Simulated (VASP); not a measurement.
An input for Quantum ESPRESSO's pw.x (written as the equivalent of a VASP run, and not itself run):

```
&CONTROL
  calculation = 'scf'
  pseudo_dir = './pseudo'
  outdir = './out'
  tprnfor = .true.
  tstress = .true.
/
&SYSTEM
  ibrav = 0
  nat = 5
  ntyp = 3
  ecutwfc = 84
  occupations = 'smearing'
  smearing = 'gaussian'
  degauss = 0.003675
  input_dft = 'vdw-df-ob86'
/
&ELECTRONS
  conv_thr = 7.3e-09
  electron_maxstep = 100
/
ATOMIC_SPECIES
  Ba 137.327 Ba.upf
  Ti 47.867 Ti.upf
  O 15.999 O.upf
CELL_PARAMETERS angstrom
     3.9251728    0.0000000    0.0000000
     0.0000000    3.9251728    0.0000000
     0.0000000    0.0000000    3.9251728
ATOMIC_POSITIONS crystal
  Ba   0.0000000  0.0000000  0.0000000
  Ti   0.5000000  0.5000000  0.5000000
  O    0.5000000  0.0000000  0.5000000
  O    0.0000000  0.5000000  0.5000000
  O    0.5000000  0.5000000  0.0000000
K_POINTS automatic
  6 6 6 0 0 0
```

**Question.** Translate this input to VASP (INCAR, KPOINTS, POSCAR, choice of POTCAR).

**Answer.** One answer among several that fit: 
**INCAR**
```
! general
SYSTEM   = BaTiO3
PREC     = Accurate
ENCUT    = 520
LREAL    = F
LASPH    = T

! electronic loop
EDIFF    = 1E-7
NELM     = 100
ALGO     = Normal
LMAXMIX  = 4

! smearing
ISMEAR   = 0
SIGMA    = 0.05

! functional
GGA      = MK
LUSE_VDW = T
AGGAC    = 0.0
PARAM1   = 0.1234
PARAM2   = 1.0

! ions
ISIF     = 2

! output
LWAVE    = F
LCHARG   = F
```

### POSCAR
```
BaTiO3
3.9251730
  0.9999999597   0.0000000000   0.0000000000
  0.0000000000   0.9999999597   0.0000000000
  0.0000000000   0.0000000000   0.9999999597
Ba Ti O
1 1 3
direct
  0.0000000000   0.0000000000   0.0000000000
  0.5000000000   0.5000000000   0.5000000000
  0.5000000000   0.0000000000   0.5000000000
  0.0000000000   0.5000000000   0.5000000000
  0.5000000000   0.5000000000   0.0000000000
```

**KPOINTS**
```
Automatic
0
G
6 6 6
0 0 0
```

POTCAR, in this order: Ba_sv Ti_sv O (PBE.64 set). Program: vasp_std.

What does not carry over: the potentials are each code's own (VASP's PAW set, PseudoDojo norm-conserving files in pw.x), so ENCUT and ecutwfc are chosen apart and not converted; conv_thr bounds pw.x's estimated SCF error, while EDIFF bounds the energy change between steps.

The compound is BaTiO3 in the cubic perovskite structure, the ideal cubic form; the compound distorts at low or room temperature. This cell is one point of a volume scan, at 0.94 of the reference volume.
